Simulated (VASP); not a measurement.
Input:

```
CELL_PARAMETERS angstrom
      3.20519     0.00000     0.00000
      0.00000     3.20519     0.00000
      0.00000     0.00000     3.20519
ATOMIC_POSITIONS crystal
  Ag 0.00000 0.00000 0.00000
  As 0.50000 0.50000 0.50000
```

Level of theory: r2SCAN meta-GGA, VASP's PBE PAW potentials (set 64) (plane waves; VASP 6.6.1). Run with 480 eV cut-off, 10×10×10 Γ-centred mesh, first-order Methfessel-Paxton smearing of 0.10 eV, potentials Ag As.

Question: Give the stress tensor in GPa (positive for a compressed cell).

Answer: 
```
15.67   0.00   0.00
 0.00  15.67   0.00
 0.00   0.00  15.67
```
The pressure is its mean diagonal, 15.67 GPa.

The structure was generated: AgAs was put into the CsCl type (Pm-3m), which need not be its known phase. This cell was strained or had an atom moved on purpose.
